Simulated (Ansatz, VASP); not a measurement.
# SnSe2 in two plane-wave programs, part 2 of 2

Wanted: the spread between two codes on one cell, functional and k mesh. The structure shown is the start of the Ansatz relaxation below; VASP solves that cell, so the two are compared at the walk's first step.

VASP 6.6.1 and Ansatz 0.2.0.

So far. Step 3 (VASP: single point, PBEsol with D3(BJ), start cell …): The run ends at a pressure of 6.80 GPa, with forces up to 0.17 eV/Å.

**7. VASP: single point, PBEsol with D3(BJ), start cell, pair 2**

Level of this step: PBEsol with D3(BJ); plane waves and PAW (Se, Sn_d) (VASP).

The same cell, functional, mesh and smearing now go to VASP, with its own data sets.

Input file INCAR:

```
SYSTEM = SnSe2
PREC = Accurate
ENCUT = 400
EDIFF = 1E-06
NELM = 120
ISMEAR = 0
SIGMA = 0.02
LREAL = .FALSE.
ALGO = Normal
GGA = PS
IVDW = 12
NBANDS = 19
LORBIT = 11
LWAVE = .FALSE.
LCHARG = .FALSE.
ISIF = 2
LASPH = .TRUE.
GGA_COMPAT = .FALSE.
KPAR = 2
```

Input file POSCAR:

```
SnSe2
1.0
    3.7440430000      0.0000000000      0.0000000000
   -1.8720210000      3.2424360000      0.0000000000
    0.0000000000      0.0000000000      5.4359580000
Se Sn
2 1
Direct
    0.3333332443      0.6666666667      0.2896963148
    0.6666664886      0.3333333333      0.7103036852
    0.0000000000      0.0000000000      0.0000000000
```

Input file KPOINTS:

```
Automatic mesh
0
Gamma
12 12 6
0 0 0
```

The projector-augmented-wave data sets are Se and Sn_d (PBE family, release 64).

On the command line:

```bash
> mpirun -np 2 vasp_std
```

Numbers of over 12 decimals in the logs are rounded to 6 here.

Output:

```text
[banner, memory and clock lines left out]
running    2 mpi-ranks, on    1 nodes
[...]
[... a notice as in an earlier step ...]

 LDA part: xc-table for (Slater+PW92), standard interpolation
 POSCAR, INCAR and KPOINTS ok, starting setup
[...]
entering main loop
       N       E                     dE             d eps       ncg     rms          rms(c)
DAV:   1     0.185029136990E+03    0.18503E+03   -0.10725E+04  3879   0.139E+03
DAV:   2     0.642292062702E+01   -0.17861E+03   -0.17290E+03  4103   0.356E+02
DAV:   3    -0.124001993986E+02   -0.18823E+02   -0.18392E+02  4666   0.107E+02
DAV:   4    -0.129851822039E+02   -0.58498E+00   -0.58139E+00  4478   0.194E+01
[...]
DAV:  10    -0.127729670749E+02   -0.15787E-05   -0.95815E-05  4687   0.674E-02    0.235E-02
DAV:  11    -0.127729739116E+02   -0.68367E-05   -0.16457E-05  3984   0.247E-02    0.728E-03
DAV:  12    -0.127729744151E+02   -0.50352E-06   -0.76791E-07  2660   0.728E-03
   1 F= -.13933773E+02 E0= -.13933716E+02  d E =-.114061E-03
```

Parts of OUTCAR (step 7):

```text
 Edisp (eV)   -1.16080

  Total       2.02473     2.02473     2.12539     0.00000     0.00000     0.00000
  in kB      49.15734    49.15733    51.60129     0.00001     0.00000     0.00000
  external pressure =       49.97 kB  Pullay stress =        0.00 kB

 POSITION                                       TOTAL-FORCE (eV/Angst)
 -----------------------------------------------------------------------------------
     -0.00000      2.16162      1.57478         0.000000     -0.000000      0.171536
      1.87202      1.08081      3.86118        -0.000000      0.000000     -0.171536
      0.00000      0.00000      0.00000        -0.000000      0.000000     -0.000000
 -----------------------------------------------------------------------------------
    total drift:                                0.000333     -0.000000     -0.000000

  FREE ENERGIE OF THE ION-ELECTRON SYSTEM (eV)
  ---------------------------------------------------
  free  energy   TOTEN  =       -13.9337731493 eV

  energy  without entropy=      -13.9336590885  energy(sigma->0) =      -13.93371612

[... 1 part as in an earlier step ...]

[... 2 further parts left out ...]
[key lines of the parts left out:]
E-fermi :   6.3974
```

The run ends at a pressure of 5.00 GPa, with forces up to 0.17 eV/Å.

**8. Comparison**

What differs besides the data sets and the points named for the pairs above, as far as they apply: the data sets hold 46 valence electrons in Ansatz (on its PAW soft_1 files) and 26 in VASP. Total energies have different zeros and are not compared.

Forces (eV/Å; atoms numbered as in POSCAR):

```
atom        Ansatz x, y, z          VASP x, y, z
 Se1   0.000, 0.000, 0.148   0.000, 0.000, 0.172
 Se2  0.000, 0.000, -0.148  0.000, 0.000, -0.172
 Sn3   0.000, 0.000, 0.000   0.000, 0.000, 0.000
```

The forces differ by 11 meV/Å r.m.s., which is 13.9 % of the r.m.s. force of 0.081 eV/Å (both taken over all components).

**9. What the set-up changes**

Further runs change the set-up of one program: Ansatz's method, potentials or start, or VASP's data sets, cutoff or form of LDA. The table gives that difference for each run.

```
                         run  r.m.s. force difference (meV/Å)
                    as above                               11
VASP with a cutoff of 500 eV (perhaps on Ansatz's relaxed cell)                             10.0
```

**10. Ansatz: relaxation, PBEsol with D3(BJ)**

The two programs are compared at the cell with which this relaxation starts, whose forces are those of its first step. The cell compared in this pair holds 70.30 Å³, against 65.99 Å³ for the pair before.

The structure compared here is the start of the Ansatz relaxation; VASP solves that cell, so the two are compared at the walk's first step.

Input file input.yaml:

```yaml
crystal:
  lattice:
    - [3.7647750773, 0.0, 0.0]
    - [-1.8823875386, 3.2603908565, 0.0]
    - [0.0, 0.0, 5.7268776867]
  atoms:
    - { symbol: Se, position: [0.3333333333, 0.6666666667, 0.2750457176] }
    - { symbol: Se, position: [0.6666666667, 0.3333333333, 0.7249542824] }
    - { symbol: Sn, position: [0.0, 0.0, 0.0] }
kpoints:
  mp_grid: { grid: [12, 12, 6] }
hamiltonian:
  xc: pbesol
  dispersion: d3bj
  pseudopotentials: { kind: paw, azcp: { folder: soft_1 }, xc_functional: pbe }
scf:
  occupations: { method: gaussian, width: 0.02 }
output:
  forces: true
  stress: true
  eigenvalues: true
relax:
  adjacent_minimum: "off"
  f_tol: 0.001
  max_steps: 60
  cell: { stress_tol: 0.01, fix: [volume] }
```

On the command line:

```bash
> ansatz run input.yaml --threads 4 --pin off --max-ram 10240MiB --backend cpu --events-out ev --progress --plain --runs-dir out
```

Output:

```text
[...]
Crystal: 3 atoms, lattice volume = 70.295 Å³
Basis set: ecut = 420 eV, 1387 PW (Γ), exchange–correlation on 54×54×80 points (8 copies of the dense FFT grid, shifted against one another)
Bands: 28, of which v1, the nominal top of the filled ones, is band 23 counted from 1 (22 counted from 0)
Symmetry: 12 space group operations
[...]
k-points: 100 of 864
[...]
--- Relaxed structure (5 steps of the walk, 4 accepted, 1 SCFs on fresh bases) ---
[...]
cell:  # Å, volume = 70.2954 Å³
    - [3.782998, -2.9007245919587235e-11, 0]
    - [-1.891499, 3.276173, 0]
    - [0, 0, 5.671836]
  atoms:
    - { symbol: Se, position: [0.333333, 0.666667, 0.279504] }
    - { symbol: Se, position: [0.666667, 0.333333, 0.720496] }
    - { symbol: Sn, position: [0, 0, 0] }
[key lines of the parts left out:]
SCF converged after 7 iterations
Free energy (F): -16800.331701 eV
Fermi energy:    9.653171 eV
P = ⅓ Tr σ = 0.8133 GPa (8.133 kbar)
```

**11. VASP: single point, PBEsol with D3(BJ), start cell, pair 3**

The same cell, functional, mesh and smearing now go to VASP, with its own data sets.

INCAR is that of step 7.

Input file POSCAR:

```
SnSe2
1.0
    3.7647750000      0.0000000000      0.0000000000
   -1.8823880000      3.2603910000      0.0000000000
    0.0000000000      0.0000000000      5.7268780000
Se Sn
2 1
Direct
    0.3333334219      0.6666666667      0.2750456706
    0.6666668437      0.3333333333      0.7249543294
    0.0000000000      0.0000000000      0.0000000000
```

KPOINTS is that of step 7.

On the command line:

```bash
> mpirun -np 2 vasp_std
```

Output:

```text
[... set-up lines as in an earlier step ...]
 entering main loop
       N       E                     dE             d eps       ncg     rms          rms(c)
DAV:   1     0.182000586409E+03    0.18200E+03   -0.10746E+04  3889   0.135E+03
DAV:   2     0.644369026319E+01   -0.17556E+03   -0.16998E+03  4085   0.347E+02
DAV:   3    -0.125320520664E+02   -0.18976E+02   -0.18449E+02  4606   0.106E+02
DAV:   4    -0.131505680831E+02   -0.61852E+00   -0.61715E+00  4605   0.200E+01
[...]
DAV:  10    -0.129117672826E+02    0.12224E-05   -0.90913E-05  4571   0.615E-02    0.269E-02
DAV:  11    -0.129117763465E+02   -0.90639E-05   -0.18445E-05  3993   0.271E-02    0.602E-03
DAV:  12    -0.129117766803E+02   -0.33387E-06   -0.66511E-07  2752   0.620E-03
   1 F= -.13998493E+02 E0= -.13998483E+02  d E =-.190312E-04
```

Parts of OUTCAR (step 11):

```text
 Edisp (eV)   -1.08672

  Total       0.75748     0.75748     0.80612    -0.00000     0.00000    -0.00000
  in kB      17.26454    17.26454    18.37310    -0.00000     0.00000    -0.00000
  external pressure =       17.63 kB  Pullay stress =        0.00 kB

 POSITION                                       TOTAL-FORCE (eV/Angst)
 -----------------------------------------------------------------------------------
      0.00000      2.17359      1.57515         0.000000     -0.000000      0.182582
      1.88239      1.08680      4.15173        -0.000000      0.000000     -0.182582
      0.00000      0.00000      0.00000        -0.000000      0.000000      0.000000
 -----------------------------------------------------------------------------------
    total drift:                               -0.000338     -0.000000     -0.000000

  FREE ENERGIE OF THE ION-ELECTRON SYSTEM (eV)
  ---------------------------------------------------
  free  energy   TOTEN  =       -13.9984929767 eV

  energy  without entropy=      -13.9984739455  energy(sigma->0) =      -13.99848346

[... 1 part as in an earlier step ...]

[... 2 further parts left out ...]
[key lines of the parts left out:]
E-fermi :   5.5668
```

The run ends at a pressure of 1.76 GPa, with forces up to 0.18 eV/Å.

**12. Side by side**

What differs besides the data sets and the points named for the pairs above, as far as they apply: the data sets hold 46 valence electrons in Ansatz (on its PAW soft_1 files) and 26 in VASP. Total energies have different zeros and are not compared.

Forces (eV/Å; atoms numbered as in POSCAR):

```
atom        Ansatz x, y, z          VASP x, y, z
 Se1   0.000, 0.000, 0.160   0.000, 0.000, 0.183
 Se2  0.000, 0.000, -0.160  0.000, 0.000, -0.183
 Sn3   0.000, 0.000, 0.000   0.000, 0.000, 0.000
```

The forces differ by 11 meV/Å r.m.s., which is 12.5 % of the r.m.s. force of 0.086 eV/Å (both taken over all components).

**13. Other set-ups**

Further runs change the set-up of one program: Ansatz's method, potentials or start, or VASP's data sets, cutoff or form of LDA. The table gives that difference for each run.

```
                         run  r.m.s. force difference (meV/Å)
                    as above                               11
VASP with a cutoff of 500 eV (perhaps on Ansatz's relaxed cell)                              9.8
```

**14. Outcome**

| Property | Result |
| --- | --- |
| r.m.s. force difference (single point, PBEsol with D3(BJ), start cell, pair 1) | 11 meV/Å |
| r.m.s. force difference (single point, PBEsol with D3(BJ), start cell, pair 2) | 11 meV/Å |
| r.m.s. force difference (single point, PBEsol with D3(BJ), start cell, pair 3) | 11 meV/Å |

**Reading.** The r.m.s. force difference is 11 meV/Å (single point, PBEsol with D3(BJ), start cell, pair 2), within the 12 meV/Å picked in this series as the mark of a large difference. The data sets hold unlike numbers of valence electrons (46 in Ansatz and 26 in VASP), so part of the differences comes from the potentials. 7 further runs of this series are not shown here. How closely two codes agree says nothing of how well the functional describes the real material.

[Lines on the potential files, build, host, timing and source positions are cut from VASP's logs without a mark.]

[Logs are printed without paths, hosts, clocks, repeated set-up lines and the standing remarks that a program may print on its own settings, such as how far it seeks lower states.]

[Hosts, paths, dates, database ids (printed as entryN), source tags and the programs' standing remarks are cut or masked in the printed files.]

[Rows of further runs with another cutoff or data set may stand on the cell that Ansatz relaxed, not on the start cell of the pair above them.]
